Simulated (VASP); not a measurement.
Here is a VASP 6.6.1 calculation.

INCAR

```
PREC = Accurate
ENCUT = 600
EDIFF = 1E-7
ISMEAR = -1
SIGMA = 0.05
LREAL = False
LASPH = True
NELM = 60
ALGO = Fast
ISIF = 3
LWAVE = False
LCHARG = False
GGA = BO
LUSE_VDW = True
AGGAC = 0.0
PARAM1 = 0.1833333333
PARAM2 = 0.22
IBRION = 2
NSW = 40
EDIFFG = -0.01
KPAR = 4
```

Contents of KPOINTS:

```
Automatic mesh
0
Gamma
  6 6 4
```

POSCAR

```
HfIn4SiO6
1.0
    2.7158500000     -4.7035700000      0.0083300000
    2.7158500000      4.7035700000      0.0083300000
   -1.8791500000      0.0000000000      7.4012700000
Hf In Si O
1 4 1 6
Direct
    0.7883500000      0.2116500000      0.0000000000
    0.6217500000      0.3782500000      0.5000000000
    0.4550200000      0.5449800000      0.0000000000
    0.2840700000      0.7159300000      0.5000000000
    0.9581400000      0.0418600000      0.5000000000
    0.1216800000      0.8783200000      0.0000000000
    0.0621900000      0.1141500000      0.8666600000
    0.8858500000      0.9378100000      0.1333400000
    0.7949000000      0.5378400000      0.8666300000
    0.4621600000      0.2051000000      0.1333700000
    0.1535200000      0.6287900000      0.1333300000
    0.3712100000      0.8464800000      0.8666700000
```

Potentials or basis: VASP PAW PBE potentials, release 64 (Hf_pv, In_d, Si, O).

Launch:

```bash
$ cat potpaw_PBE.64/Hf_pv/POTCAR potpaw_PBE.64/In_d/POTCAR potpaw_PBE.64/Si/POTCAR potpaw_PBE.64/O/POTCAR > POTCAR
$ mpirun -np 4 vasp_std > vasp.out
```

Task: Predict the relaxed cell.

Result: a = 5.421 Å, b = 5.421 Å, c = 7.512 Å, α = 97.10°, β = 97.10°, γ = 119.95°.

Task: What does it give for the relaxed volume?

Result: 15.45 Å³/atom.

Task: Estimate the space group after relaxing (to 0.05 Å).

Result: C2 (No. 5).

Task: Predict the band gap on the k mesh.

Result: None (metal or under the smearing width).

The path:
| step | energy change (eV) | largest force (eV/Å) | pressure (GPa) | volume (Å³) |
| --- | --- | --- | --- | --- |
| 1 | 0.0000 | 0.1290 | -1.32 | 189.24 |
| 2 | -0.0090 | 0.2231 | 0.97 | 185.69 |
| 3 | -0.0124 | 0.1363 | 0.16 | 186.90 |
| 4 | -0.0196 | 0.0887 | 0.03 | 186.40 |
| 5 | -0.0221 | 0.0839 | -0.08 | 185.88 |
| 6 | -0.0233 | 0.0112 | -0.05 | 185.53 |
| 7 | -0.0233 | 0.0117 | -0.04 | 185.50 |
| 8 | -0.0233 | 0.0077 | 0.07 | 185.36 |

Caveat: the PAW data sets were made with another functional, which shifts forces and pressure a little. The run has no spin-orbit coupling, so splittings on Hf are missing.
